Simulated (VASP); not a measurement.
Computed with r2SCAN+rVV10, VASP's PBE PAW potentials (set 64) (plane waves; VASP 6.6.1).

The input files of a VASP run:

INCAR:
```
SYSTEM = SiC
PREC = Accurate
ENCUT = 520
EDIFF = 1E-7
NELM = 100
ALGO = Normal
LREAL = .FALSE.
LASPH = .TRUE.
ISMEAR = 0
SIGMA = 0.01
METAGGA = R2SCAN
LUSE_VDW = .TRUE.
BPARAM = 11.95
CPARAM = 0.0093
LMIXTAU = .TRUE.
LWAVE = .FALSE.
LCHARG = .FALSE.
LOPTICS = .TRUE.
LPEAD = .TRUE.
NBANDS = 24
NEDOS = 1001
CSHIFT = 0.1
```

File POSCAR:
```
SiC
1
    0.0000000000     2.1757209847     2.1757209847
    2.1757209847    -0.0000000000     2.1757209847
    2.1757209847     2.1757209847     0.0000000000
Si C
1 1
Direct
  0.0000000000   0.0000000000   0.0000000000
  0.2500000000   0.2500000000   0.2500000000
```

**KPOINTS**
```
Automatic mesh
0
Gamma
  19 19 19
0 0 0
```

POTCAR, in this order: Si C (PBE.64 set). Program: vasp_std.

Output of the run:

OSZICAR:
```
       N       E                     dE             d eps       ncg     rms          rms(c)
DAV:   1     0.402569031638E+01    0.40257E+01   -0.34733E+03 10896   0.289E+02
DAV:   2    -0.217089955091E+02   -0.25735E+02   -0.24833E+02 13728   0.823E+01
DAV:   3    -0.222210121026E+02   -0.51202E+00   -0.51022E+00 13072   0.856E+00
DAV:   4    -0.222217972239E+02   -0.78512E-03   -0.78511E-03 12464   0.411E-01
DAV:   5    -0.222217988033E+02   -0.15794E-05   -0.15794E-05 13376   0.167E-02    0.924E+00
DAV:   6    -0.190309520947E+02    0.31908E+01   -0.31329E+00 12144   0.516E+00    0.496E+00
DAV:   7    -0.190133253084E+02    0.17627E-01   -0.60598E-01 10784   0.210E+00    0.219E+00
DAV:   8    -0.189736562815E+02    0.39669E-01   -0.28932E-01 10624   0.184E+00    0.146E+00
DAV:   9    -0.192183026760E+02   -0.24465E+00   -0.70040E-02 11160   0.110E+00    0.299E-01
DAV:  10    -0.192132969247E+02    0.50058E-02   -0.72291E-03 12112   0.383E-01    0.260E-01
DAV:  11    -0.192212021231E+02   -0.79052E-02   -0.13865E-03 11592   0.180E-01    0.887E-02
DAV:  12    -0.192221650092E+02   -0.96289E-03   -0.17689E-03 11592   0.139E-01    0.376E-02
DAV:  13    -0.192219835910E+02    0.18142E-03   -0.23777E-04 12904   0.517E-02    0.394E-02
DAV:  14    -0.192219297271E+02    0.53864E-04   -0.16528E-05 11560   0.191E-02    0.993E-03
DAV:  15    -0.192219671917E+02   -0.37465E-04   -0.13707E-05 10880   0.170E-02    0.787E-03
DAV:  16    -0.192219622285E+02    0.49632E-05   -0.11338E-06 13200   0.442E-03    0.743E-03
DAV:  17    -0.192219672221E+02   -0.49935E-05   -0.82651E-08 11744   0.140E-03    0.501E-03
DAV:  18    -0.192219642733E+02    0.29487E-05   -0.12619E-07 12216   0.127E-03    0.675E-04
DAV:  19    -0.192219659415E+02   -0.16681E-05   -0.10111E-08  6360   0.383E-04    0.687E-04
DAV:  20    -0.192219653046E+02    0.63684E-06   -0.54956E-09  5952   0.273E-04    0.425E-04
DAV:  21    -0.192219658629E+02   -0.55828E-06   -0.83683E-10  5800   0.128E-04    0.722E-05
DAV:  22    -0.192219657321E+02    0.13078E-06   -0.30011E-11  5712   0.264E-05    0.801E-05
DAV:  23    -0.192219657796E+02   -0.47445E-07   -0.32177E-11  5544   0.283E-05
   1 F= -.19221966E+02 E0= -.19221966E+02  d E =-.333876E-13
 imaginary and real dielectric function
```

OUTCAR:
```
------------------------ aborting loop because EDIFF is reached ----------------------------------------
  FORCE on cell =-STRESS in cart. coord.  units (eV):
  Direction    XX          YY          ZZ          XY          YZ          ZX
  --------------------------------------------------------------------------------------
  Total       -0.0005018     -0.0005018     -0.0005018     -0.0000000     -0.0000000      0.0000000
  in kB       -0.0390311     -0.0390311     -0.0390311     -0.0000000     -0.0000000      0.0000000
  external PRESSURE =      -0.0390311 kB  Pullay stress =       0.0000000 kB
  volume of cell :       20.60
      direct lattice vectors                 reciprocal lattice vectors
     0.000000000  2.175720985  2.175720985    -0.229808879  0.229808879  0.229808879
     2.175720985  0.000000000  2.175720985     0.229808879 -0.229808879  0.229808879
     2.175720985  2.175720985  0.000000000     0.229808879  0.229808879 -0.229808879
  FREE ENERGIE OF THE ION-ELECTRON SYSTEM (eV)
  ---------------------------------------------------
  free  energy   TOTEN  =       -19.2219657796 eV

  energy  without entropy=      -19.2219657796  energy(sigma->0) =      -19.22196578

 plasma frequency squared (from intraband transitions) (eV^2)
  --------------------------------------------------------------------------------------
       0.000       0.000       0.000
       0.000       0.000       0.000
       0.000       0.000       0.000

 plasma frequency squared (from interband transitions, int dw w eps(2)(w)) (eV^2)
  --------------------------------------------------------------------------------------
     506.824       0.000      -0.000       0.000       0.000       0.000
      -0.000      -0.000     506.824       0.000      -0.000      -0.000
       0.000      -0.000      -0.000       0.000     506.824       0.000
```
(Selected blocks of OUTCAR.)

**OUTCAR**
```
 val. band max:        8.0323351785   @ k =   0.0000   0.0000   0.0000

 cond. band min:       9.7544827903   @ k =   0.4737   0.4737   0.0000


 Fermi energy:         8.0749006534

 k-point     1 :       0.0000    0.0000    0.0000
  band No.  band energies     occupation
      1      -8.1948      2.00000
      2       8.0323      2.00000
      3       8.0323      2.00000
      4       8.0323      2.00000
      5      14.8988      0.00000
      6      15.9037      0.00000
      7      15.9037      0.00000
      8      15.9037      0.00000
      9      23.2603      0.00000
     10      23.2603      0.00000
     11      25.8121      0.00000
     12      26.4133      0.00000
     13      26.4133      0.00000
     14      26.4133      0.00000
     15      32.9290      0.00000
     16      43.8272      0.00000
     17      43.8272      0.00000
     18      43.8272      0.00000
     19      52.1459      0.00000
     20      52.1459      0.00000
     21      52.1459      0.00000
     22      53.7055      0.00000
     23      53.7055      0.00000
     24      57.6437      0.00000

 k-point     2 :       0.0526    0.0000    0.0000
  band No.  band energies     occupation
      1      -8.1383      2.00000
      2       7.7128      2.00000
      3       7.9914      2.00000
      4       7.9914      2.00000
      5      15.0369      0.00000
      6      15.9543      0.00000
      7      15.9827      0.00000
      8      15.9827      0.00000
      9      22.8990      0.00000
     10      22.8990      0.00000
     11      25.7564      0.00000
     12      26.5144      0.00000
     13      26.9542      0.00000
     14      26.9542      0.00000
     15      33.2828      0.00000
     16      43.5368      0.00000
     17      43.6906      0.00000
     18      43.6906      0.00000
     19      51.4523      0.00000
     20      51.4523      0.00000
     21      52.3598      0.00000
     22      53.3361      0.00000
     23      53.3361      0.00000
     24      57.7009      0.00000
...
```

The structure comes from a measured SiC entry (F-43m) of the Crystallography Open Database, whose conditions weren't checked. It was relaxed first.
